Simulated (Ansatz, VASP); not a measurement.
# SbP in two plane-wave programs

Wanted: the spread between two codes on one cell, functional and k mesh. The cell is generated by rule, not measured, and may not be a known phase. The cell is taken from a series of runs on this material, whose earlier steps may have relaxed, scaled, displaced or heated it; both programs get it as it stands.

Calculated with Ansatz 0.2.0; plane waves, with VASP 6.6.1 beside it; relaxation of cell and atoms at r2SCAN.

The structure was built from a prototype and need not be the compound's stable phase.

**1. The structure**

The structure is hexagonal, space group P6_3/mmc (No. 194). The conventional cell has a = 3.809 Å, b = 3.809 Å, c = 7.139 Å, α = 90.00°, β = 90.00°, γ = 120.00°. Nearest to Sb lie 6 P at 2.83 Å. Nearest to P lie 6 Sb at 2.83 Å. Farther neighbours are not listed.

Coordinates:

```cif
data_structure
_symmetry_space_group_name_H-M 'P 1'
_symmetry_Int_Tables_number 1
_cell_length_a 3.8093
_cell_length_b 3.8093
_cell_length_c 7.1391
_cell_angle_alpha 90.000
_cell_angle_beta 90.000
_cell_angle_gamma 120.000
_cell_volume 89.72
loop_
_atom_site_label
_atom_site_type_symbol
_atom_site_fract_x
_atom_site_fract_y
_atom_site_fract_z
_atom_site_occupancy
Sb1 Sb 0.00000 0.00000 0.00000 1
Sb2 Sb 0.00000 0.00000 0.50000 1
P3 P 0.33333 0.66667 0.25000 1
P4 P 0.66667 0.33333 0.75000 1
```

**2. VASP: relaxation of cell and atoms, r2SCAN**

The relaxed volume is the usual yardstick between codes: in a stiff, nearly cubic crystal its relative difference is about their pressure difference at one cell divided by the bulk modulus.

Lines of VASP's logs that name or quote its potential files are left out, and so is its time.

File INCAR:

```
SYSTEM = SbP
PREC = Accurate
ENCUT = 550
EDIFF = 1E-07
NELM = 120
ISMEAR = 1
SIGMA = 0.2
LREAL = .FALSE.
ALGO = Normal
METAGGA = R2SCAN
LASPH = .TRUE.
NBANDS = 16
LORBIT = 11
LWAVE = .FALSE.
LCHARG = .FALSE.
ISIF = 3
IBRION = 2
NSW = 80
EDIFFG = -0.005
GGA_COMPAT = .FALSE.
NELMIN = 4
LMIXTAU = .TRUE.
KPAR = 2
```

File POSCAR:

```
SbP
1.0
    3.8093250000      0.0000030000      0.0000000000
   -1.9046650000      3.2989710000      0.0000000000
    0.0000000000      0.0000000000      7.1391190000
Sb P
2 2
Direct
    0.0000000000      0.0000000000      0.0000000000
    0.0000000000      0.0000000000      0.5000000700
    0.3333332458      0.6666666667      0.2500000350
    0.6666667542      0.3333333333      0.7499999650
```

File KPOINTS:

```
Automatic mesh
0
Gamma
12 12 6
0 0 0
```

The projector-augmented-wave data sets are Sb and P (PBE family, release 64).

Command:

```sh
$ mpirun -np 2 vasp_std
```

Numbers of over 12 decimals in the logs are rounded to 6 here.

Output:

```text
[banner, memory and clock lines left out]
running    2 mpi-ranks, on    1 nodes
 distrk:  each k-point on    1 cores,    2 groups
 distr:  one band on    1 cores,    1 groups

 POSCAR found type information on POSCAR SbP
 POSCAR found :  2 types and       4 ions
|                                                                             |
|               ----> ADVICE to this user running VASP <----                  |
|                                                                             |
|     You enforced a specific xc type in the INCAR file but a different       |
|     [... a line on the potential file left out ...]
|     I HOPE YOU KNOW WHAT YOU ARE DOING!                                     |
|                                                                             |

 LDA part: xc-table for (None), standard interpolation
 POSCAR, INCAR and KPOINTS ok, starting setup
 FFT: planning ... GRIDC
 FFT: planning ... GRID_SOFT
 FFT: planning ... GRID
 WAVECAR not read
 entering main loop
       N       E                     dE             d eps       ncg     rms          rms(c)
DAV:   1     0.334186010641E+02    0.33419E+02   -0.79772E+03  2432   0.110E+03
DAV:   2    -0.662730512233E+02   -0.99692E+02   -0.96243E+02  3288   0.177E+02
DAV:   3    -0.715249915170E+02   -0.52519E+01   -0.51788E+01  3248   0.442E+01
DAV:   4    -0.715812532600E+02   -0.56262E-01   -0.56123E-01  2992   0.522E+00
DAV:   5    -0.715820679772E+02   -0.81472E-03   -0.81464E-03  3136   0.638E-01    0.614E+00
DAV:   6    -0.691446284016E+02    0.24374E+01   -0.12747E+00  2808   0.597E+00    0.392E+00
DAV:   7    -0.679991459089E+02    0.11455E+01   -0.54636E-01  2992   0.433E+00    0.188E+00
DAV:   8    -0.681319081422E+02   -0.13276E+00   -0.16571E-01  3000   0.305E+00    0.448E-01
DAV:   9    -0.681315685110E+02    0.33963E-03   -0.40225E-02  2608   0.156E+00    0.160E-01
DAV:  10    -0.681490916250E+02   -0.17523E-01   -0.29985E-02  2504   0.141E+00    0.728E-02
DAV:  11    -0.681477555204E+02    0.13361E-02   -0.13441E-03  3016   0.296E-01    0.332E-02
DAV:  12    -0.681498830605E+02   -0.21275E-02   -0.14407E-03  2640   0.322E-01    0.236E-02
DAV:  13    -0.681498912804E+02   -0.82199E-05   -0.12377E-04  2952   0.875E-02    0.215E-02
DAV:  14    -0.681498263919E+02    0.64889E-04   -0.12640E-04  2536   0.927E-02    0.109E-02
DAV:  15    -0.681498900310E+02   -0.63639E-04   -0.36250E-05  2552   0.535E-02    0.377E-03
DAV:  16    -0.681498935248E+02   -0.34939E-05   -0.25473E-06  2984   0.154E-02    0.205E-03
DAV:  17    -0.681498962013E+02   -0.26765E-05   -0.82635E-07  3104   0.724E-03    0.139E-03
DAV:  18    -0.681498966602E+02   -0.45883E-06   -0.10197E-07  1504   0.226E-03    0.147E-03
DAV:  19    -0.681498971258E+02   -0.46567E-06   -0.38881E-07  2712   0.503E-03    0.502E-04
DAV:  20    -0.681498972864E+02   -0.16051E-06   -0.71956E-08  1328   0.231E-03    0.287E-04
DAV:  21    -0.681498970658E+02    0.22058E-06   -0.85585E-09  1272   0.712E-04    0.109E-04
DAV:  22    -0.681498971806E+02   -0.11480E-06   -0.36905E-09  1288   0.555E-04    0.972E-05
DAV:  23    -0.681498971071E+02    0.73501E-07   -0.20341E-09  1256   0.381E-04
   1 F= -.68149897E+02 E0= -.68150744E+02  d E =-.681499E+02
 curvature:   0.00 expect dE= 0.000E+00 dE for cont linesearch  0.000E+00
 trial: gam= 0.00000 g(F)=  0.458E-41 g(S)=  0.175E-03 ort = 0.000E+00 (trialstep = 0.100E+01)
 search vector abs. value=  0.175E-03
 bond charge predicted
       N       E                     dE             d eps       ncg     rms          rms(c)
DAV:   1    -0.681499643615E+02   -0.67181E-04   -0.39107E-03  3040   0.331E-01    0.666E-02
DAV:   2    -0.681499404488E+02    0.23913E-04   -0.17929E-04  2688   0.770E-02    0.403E-02
DAV:   3    -0.681499304884E+02    0.99604E-05   -0.37083E-05  3096   0.368E-02    0.895E-03
DAV:   4    -0.681499282362E+02    0.22523E-05   -0.31598E-06  2704   0.131E-02    0.792E-03
DAV:   5    -0.681499317898E+02   -0.35537E-05   -0.20726E-06  2744   0.114E-02    0.342E-03
DAV:   6    -0.681499294768E+02    0.23131E-05   -0.95769E-07  2568   0.881E-03    0.160E-03
DAV:   7    -0.681499321359E+02   -0.26592E-05   -0.25604E-07  2008   0.508E-03    0.749E-04
DAV:   8    -0.681499305002E+02    0.16357E-05   -0.10484E-07  1272   0.327E-03    0.367E-04
DAV:   9    -0.681499309527E+02   -0.45251E-06   -0.12619E-08  1240   0.946E-04    0.164E-04
DAV:  10    -0.681499308448E+02    0.10793E-06   -0.13053E-09  1240   0.290E-04    0.982E-05
DAV:  11    -0.681499310666E+02   -0.22179E-06   -0.15130E-09  1224   0.364E-04    0.439E-05
DAV:  12    -0.681499308495E+02    0.21710E-06   -0.78969E-10  1240   0.286E-04    0.222E-05
DAV:  13    -0.681499309062E+02   -0.56684E-07   -0.52054E-11  1232   0.623E-05
   2 F= -.68149931E+02 E0= -.68150786E+02  d E =-.337991E-04
 trial-energy change:   -0.000034  1 .order   -0.000026   -0.000175    0.000123
 step:   0.6235(harm=  0.5885)  dis= 0.00000  next Energy=   -68.149954 (dE=-0.565E-04)
 bond charge predicted
       N       E                     dE             d eps       ncg     rms          rms(c)
DAV:   1    -0.681499617081E+02   -0.30859E-04   -0.55393E-04  3040   0.124E-01    0.251E-02
DAV:   2    -0.681499579053E+02    0.38028E-05   -0.25409E-05  2688   0.290E-02    0.152E-02
DAV:   3    -0.681499543397E+02    0.35656E-05   -0.52532E-06  3096   0.138E-02    0.336E-03
DAV:   4    -0.681499541899E+02    0.14984E-06   -0.45004E-07  2624   0.492E-03    0.296E-03
DAV:   5    -0.681499523181E+02    0.18718E-05   -0.29620E-07  2552   0.431E-03    0.128E-03
DAV:   6    -0.681499536602E+02   -0.13421E-05   -0.13143E-07  1432   0.331E-03    0.483E-04
DAV:   7    -0.681499526676E+02    0.99258E-06   -0.33704E-08  1240   0.179E-03    0.209E-04
DAV:   8    -0.681499531890E+02   -0.52138E-06   -0.76436E-09  1224   0.896E-04    0.966E-05
DAV:   9    -0.681499530994E+02    0.89616E-07   -0.17081E-09  1216   0.338E-04
   3 F= -.68149953E+02 E0= -.68150805E+02  d E =-.559923E-04
 curvature:  -0.29 expect dE=-0.259E-06 dE for cont linesearch -0.169E-06
 trial: gam= 0.00000 g(F)=  0.185E-41 g(S)=  0.886E-06 ort =-0.101E-04 (trialstep = 0.925E+00)
 search vector abs. value=  0.886E-06
 reached required accuracy - stopping structural energy minimisation
```

From OUTCAR (step 2):

```text
ion  position               nearest neighbor table
   1  0.000  0.000  0.000-   3 2.83   4 2.83   3 2.83   4 2.83   4 2.83   3 2.83   2 3.57   2 3.57

  LATTYP: Found a hexagonal cell.
 ALAT       =     3.8093250000
 C/A-ratio  =     1.8741165430

 Subroutine GETGRP returns: Found 24 space group operations
 (whereof 12 operations were pure point group operations)

The static configuration has the point symmetry D_3d.
 The point group associated with its full space group is D_6h.

 Found     76 irreducible k-points:

   k-points           NKPTS =     76   k-points in BZ     NKDIM =     76   number of bands    NBANDS=     16

   dimension x,y,z NGX =    30 NGY =   30 NGZ =   56
   dimension x,y,z NGXF=    60 NGYF=   60 NGZF=  112

   ENCUT  =  550.0 eV  40.42 Ry    6.36 a.u.   7.28  7.28 13.65*2*pi/ulx,y,z

   NELECT =      20.0000    total number of electrons

 k-points in reciprocal lattice and weights: Automatic mesh
   0.00000000  0.00000000  0.00000000       0.001
   0.08333333  0.00000000  0.00000000       0.007
   0.16666667  0.00000000  0.00000000       0.007
   0.25000000  0.00000000  0.00000000       0.007
   0.33333333  0.00000000  0.00000000       0.007
   0.41666667  0.00000000  0.00000000       0.007
   0.50000000  0.00000000  0.00000000       0.003
   0.08333333  0.08333333  0.00000000       0.007
   0.16666667  0.08333333  0.00000000       0.014
[...]
0.33333333  0.25000000  0.50000000       0.014
   0.33333333  0.33333333  0.50000000       0.002

 average (electrostatic) potential at core
       1 -90.5893       2 -90.5894       3 -84.0429       4 -84.0429

 E-fermi :   7.9056

 k-point     1 :       0.0000    0.0000    0.0000
  band No.  band energies     occupation
    ...
      5       4.5862      2.00000
      6       6.0849      2.00000
      7       6.0849      2.00000
      8       7.0900      2.00000
      9       7.0900      2.00000
     10       8.7387     -0.00000
     11       9.6151     -0.00000
     12       9.6151     -0.00000
     13      10.4339     -0.00000
     14      10.5763     -0.00000
    ...

 k-point     2 :       0.0833    0.0000    0.0000
  band No.  band energies     occupation
    ...
      5       4.6536      2.00000
      6       5.8240      2.00000
      7       5.8867      2.00000
      8       6.6197      2.00000
      9       7.1423      2.00000
     10       8.3720     -0.00474
     11       9.3936     -0.00000
     12       9.4214     -0.00000
     13      10.4210     -0.00000
     14      10.8109     -0.00000
    ...

 k-point     3 :       0.1667    0.0000    0.0000
  band No.  band energies     occupation
    ...
      6       4.8158      2.00000
      7       5.3174      2.00000
      8       6.7408      2.00000
      9       6.7988      2.00000
     10       7.1157      2.00000
     11       8.9745     -0.00000
     12       9.4017     -0.00000
     13      10.7628     -0.00000
     14      11.2192     -0.00000
     15      11.4426     -0.00000
    ...

  Total        0.0055290      0.0055290      0.0035052      0.0000000     -0.0000000     -0.0000000
  in kB        0.0988791      0.0988791      0.0626864      0.0000000     -0.0000000     -0.0000000
  external PRESSURE =       0.0868148 kB  Pullay stress =       0.0000000 kB

  energy-cutoff  :      550.00
  volume of cell :       89.59
      direct lattice vectors                 reciprocal lattice vectors
     3.808113748  0.000002999  0.000000000     0.262597079  0.151610749  0.000000000
    -1.904059373  3.297922025 -0.000000000    -0.000000239  0.303221100 -0.000000000
    -0.000000000  0.000000000  7.133495526    -0.000000000  0.000000000  0.140183728

 POSITION                                       TOTAL-FORCE (eV/Angst)
 -----------------------------------------------------------------------------------
     -0.00000      0.00000      7.13350         0.000000     -0.000000      0.000000
     -0.00000      0.00000      3.56675         0.000000     -0.000000      0.000000
     -0.00000      2.19862      1.78337         0.000000      0.000000      0.000000
      1.90406      1.09931      5.35012        -0.000000     -0.000000     -0.000000
 -----------------------------------------------------------------------------------
    total drift:                               -0.000000     -0.000000     -0.000065

  FREE ENERGIE OF THE ION-ELECTRON SYSTEM (eV)
  ---------------------------------------------------
  free  energy   TOTEN  =       -68.1499530994 eV

  energy  without entropy=      -68.1525102526  energy(sigma->0) =      -68.15080548

 reached required accuracy - stopping structural energy minimisation

 total charge
# of ion       s       p       d       tot
------------------------------------------
    1        1.234   1.008   0.064   2.306
    2        1.234   1.008   0.064   2.306
    3        1.090   1.336   0.000   2.427
    4        1.090   1.336   0.000   2.427
--------------------------------------------------
tot          4.649   4.689   0.128   9.466

[... 3 further parts left out ...]
```

CONTCAR:

```
SbP
   1.00000000000000
     3.8081137482553915    0.0000029990100797    0.0000000000000000
    -1.9040593733639557    3.2979220254478685   -0.0000000000000000
    -0.0000000000000000    0.0000000000000000    7.1334955257973718
  Sb              P
     2     2
Direct
     0.0000000000000000    0.0000000000000000    1.0000000000000000
     0.0000000000000000    0.0000000000000000    0.5000000699999987
     0.3333332457999987    0.6666666667000030    0.2500000349999993
     0.6666667542000013    0.3333333332999970    0.7499999650000007
```

The run keeps the 24 symmetry operations of its start, so it cannot find a distortion of lower symmetry.

[end of part 1 of 2]

[Lines on the potential files, build, host, timing and source positions are cut from VASP's logs without a mark.]

[Logs are printed without paths, hosts, clocks, repeated set-up lines and the standing remarks that a program may print on its own settings, such as how far it seeks lower states.]

[Hosts, paths, dates, database ids (printed as entryN), source tags and the programs' standing remarks are cut or masked in the printed files.]
